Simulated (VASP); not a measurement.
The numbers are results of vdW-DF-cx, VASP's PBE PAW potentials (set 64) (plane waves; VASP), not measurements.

A VASP calculation is set up with these files.

File POSCAR:
```
ZnS
1
    1.8623844659    -3.2257444772     0.0000000000
    1.8623844659     3.2257444772     0.0000000000
    0.0000000000     0.0000000000     6.1062322777
Zn S
2 2
Direct
  0.6666670000   0.3333330000   0.5002151376
  0.3333330000   0.6666670000   0.0002151376
  0.6666670000   0.3333330000   0.8747848624
  0.3333330000   0.6666670000   0.3747848624
```

### INCAR
```
SYSTEM  =  ZnS
PREC  =  Accurate; ENCUT  =  520; LREAL  =  F
LASPH  =  T
EDIFF  =  1E-7; NELM  =  100; ALGO  =  Normal
LMAXMIX  =  4
ISMEAR  =  0; SIGMA  =  0.05
GGA  =  CX; LUSE_VDW  =  T; AGGAC  =  0.0
IBRION  =  2; NSW  =  30; ISIF  =  4
EDIFFG  =  -0.01
LWAVE  =  F; LCHARG  =  F
```

File KPOINTS:
```
Regular mesh
0
gamma
7 7 4
```

POTCAR, in this order: Zn S (PBE.64 set). Program: vasp_std.

The resulting files:

### OSZICAR
```
       N       E                     dE             d eps       ncg     rms          rms(c)
DAV:   1     0.248728532005E+03    0.24873E+03   -0.17723E+04  1056   0.203E+03
DAV:   2     0.159140035554E+02   -0.23281E+03   -0.22710E+03  1104   0.385E+02
DAV:   3    -0.516051133291E+01   -0.21075E+02   -0.20999E+02  1272   0.120E+02
DAV:   4    -0.562903007943E+01   -0.46852E+00   -0.46797E+00  1254   0.185E+01
DAV:   5    -0.563785274381E+01   -0.88227E-02   -0.88212E-02  1278   0.246E+00    0.116E+01
DAV:   6    -0.483418440994E+01    0.80367E+00   -0.20636E+00  1558   0.457E+01    0.874E+00
DAV:   7    -0.487530421859E+01   -0.41120E-01   -0.20651E+00  1104   0.845E+00    0.349E+00
DAV:   8    -0.485074818936E+01    0.24556E-01   -0.97464E-02  1428   0.404E+00    0.115E+00
DAV:   9    -0.484999078893E+01    0.75740E-03   -0.30312E-02  1446   0.245E+00    0.300E-01
DAV:  10    -0.485006304813E+01   -0.72259E-04   -0.10201E-03  1224   0.479E-01    0.191E-01
DAV:  11    -0.485021501981E+01   -0.15197E-03   -0.22429E-04  1200   0.112E-01    0.568E-02
DAV:  12    -0.485022490984E+01   -0.98900E-05   -0.29122E-05  1598   0.914E-02    0.174E-02
DAV:  13    -0.485022741754E+01   -0.25077E-05   -0.61880E-06  1206   0.186E-02    0.718E-03
DAV:  14    -0.485022790128E+01   -0.48375E-06   -0.62055E-07  1204   0.628E-03    0.191E-03
DAV:  15    -0.485022782437E+01    0.76916E-07   -0.97418E-08   852   0.307E-03
   1 F= -.48502278E+01 E0= -.48502278E+01  d E =-.485023E+01
       N       E                     dE             d eps       ncg     rms          rms(c)
DAV:   1    -0.485080674165E+01   -0.57884E-03   -0.29376E-02  1062   0.125E+00    0.119E-01
DAV:   2    -0.485058182345E+01    0.22492E-03   -0.80616E-04  1464   0.400E-01    0.716E-02
DAV:   3    -0.485046226402E+01    0.11956E-03   -0.16239E-04  1244   0.161E-01    0.179E-02
DAV:   4    -0.485046179398E+01    0.47004E-06   -0.53298E-05  1170   0.625E-02    0.122E-02
DAV:   5    -0.485046191200E+01   -0.11802E-06   -0.31105E-06  1290   0.198E-02    0.935E-03
DAV:   6    -0.485046175045E+01    0.16155E-06   -0.49679E-07  1184   0.126E-02    0.336E-03
DAV:   7    -0.485046175771E+01   -0.72614E-08   -0.23697E-07   854   0.433E-03
   2 F= -.48504618E+01 E0= -.48504618E+01  d E =-.233933E-03
       N       E                     dE             d eps       ncg     rms          rms(c)
DAV:   1    -0.485347139509E+01   -0.30096E-02   -0.23295E-01  1062   0.352E+00    0.335E-01
DAV:   2    -0.485168280612E+01    0.17886E-02   -0.63980E-03  1464   0.112E+00    0.202E-01
DAV:   3    -0.485074167522E+01    0.94113E-03   -0.12893E-03  1232   0.452E-01    0.510E-02
DAV:   4    -0.485073775280E+01    0.39224E-05   -0.42320E-04  1152   0.176E-01    0.345E-02
DAV:   5    -0.485073870477E+01   -0.95197E-06   -0.25416E-05  1230   0.565E-02    0.264E-02
DAV:   6    -0.485073743483E+01    0.12699E-05   -0.43028E-06  1360   0.360E-02    0.892E-03
DAV:   7    -0.485073756856E+01   -0.13373E-06   -0.18764E-06  1304   0.116E-02    0.284E-03
DAV:   8    -0.485073755488E+01    0.13672E-07   -0.12711E-07   576   0.672E-03
   3 F= -.48507376E+01 E0= -.48507376E+01  d E =-.509731E-03
```

File OUTCAR:
```
------------------------ aborting loop because EDIFF is reached ----------------------------------------
  FORCE on cell =-STRESS in cart. coord.  units (eV):
  Direction    XX          YY          ZZ          XY          YZ          ZX
  --------------------------------------------------------------------------------------
  Total        2.4532276      2.4532275      2.4173990      0.0000000      0.0000000      0.0000000
  in kB       53.5729802     53.5729785     52.7905633      0.0000000      0.0000000      0.0000000
  external PRESSURE =      53.3121740 kB  Pullay stress =       0.0000000 kB
  volume of cell :       73.37
      direct lattice vectors                 reciprocal lattice vectors
     1.858970526 -3.219831351 -0.000000000     0.268966072 -0.155287636  0.000000000
     1.858970526  3.219831351  0.000000000     0.268966072  0.155287636  0.000000000
    -0.000000000 -0.000000000  6.128680690     0.000000000 -0.000000000  0.163167254
  FREE ENERGIE OF THE ION-ELECTRON SYSTEM (eV)
  ---------------------------------------------------
  free  energy   TOTEN  =        -4.8507375549 eV

  energy  without entropy=       -4.8507375549  energy(sigma->0) =       -4.85073755

 reached required accuracy - stopping structural energy minimisation
```
(Selected blocks of OUTCAR.)

CONTCAR:
```
ZnS
   1.00000000000000
     1.8589705258907239   -3.2198313506351908   -0.0000000000000000
     1.8589705258907239    3.2198313506351908    0.0000000000000000
    -0.0000000000000000   -0.0000000000000000    6.1286806901539359
  Zn              S
     2     2
Direct
     0.6666669999999968    0.3333330000000032    0.5010651258699490
     0.3333330000000032    0.6666669999999968    0.0010651258699491
     0.6666669999999968    0.3333330000000032    0.8739348741300510
     0.3333330000000032    0.6666669999999968    0.3739348741300509
```

The compound is ZnS in the wurtzite structure, the high-temperature form. This cell is one point of a volume scan, at 0.94 of the reference volume. Symmetry was kept, so distortions that lower it aren't found.
